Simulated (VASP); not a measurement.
Data:

```xyz
1
Lattice="0.0000 1.7357 1.7357 1.7357 0.0000 1.7357 1.7357 1.7357 0.0000" Properties=species:S:1:pos:R:3 pbc="T T T"
Ni     0.0000     0.0000     0.0000
```
Starting moments (μB, in the order of the record's atoms Ni): 0.8.

Calculation: r2SCAN+rVV10, VASP's PBE PAW potentials (set 64) (plane waves; VASP). Settings: 520 eV cut-off, 20×20×20 Γ-centred mesh, tetrahedra with Blöchl corrections, potentials Ni.

### Question
Tabulate the total density of states (states/eV per cell) against energy (eV; zero at the valence-band maximum or, without a gap, the Fermi level).

### Answer

(E (eV), DOS (states/eV)): (-9.95, 0.00); (-9.62, 0.02); (-9.29, 0.05); (-8.96, 0.06); (-8.52, 0.08); (-8.19, 0.09); (-7.86, 0.10); (-7.53, 0.11); (-7.20, 0.13); (-6.87, 0.15); (-6.54, 0.17); (-6.21, 0.20); (-5.77, 0.28); (-5.44, 0.47); (-5.11, 0.75); (-4.78, 1.24); (-4.45, 1.44); (-4.12, 1.20); (-3.79, 1.42); (-3.46, 1.77); (-3.02, 2.23); (-2.69, 2.02); (-2.36, 2.00); (-2.04, 2.60); (-1.71, 2.61); (-1.38, 2.48); (-1.05, 3.50); (-0.72, 1.07); (-0.28, 0.95); (0.05, 1.39); (0.38, 1.07); (0.71, 0.32); (1.04, 0.30); (1.37, 0.29); (1.70, 0.28); (2.03, 0.26); (2.47, 0.26); (2.80, 0.25); (3.13, 0.24); (3.46, 0.22)
Within 2 eV below the Fermi level the largest weight inside VASP's projection spheres is Ni d.

The compound is Ni in the fcc structure. It was relaxed first.
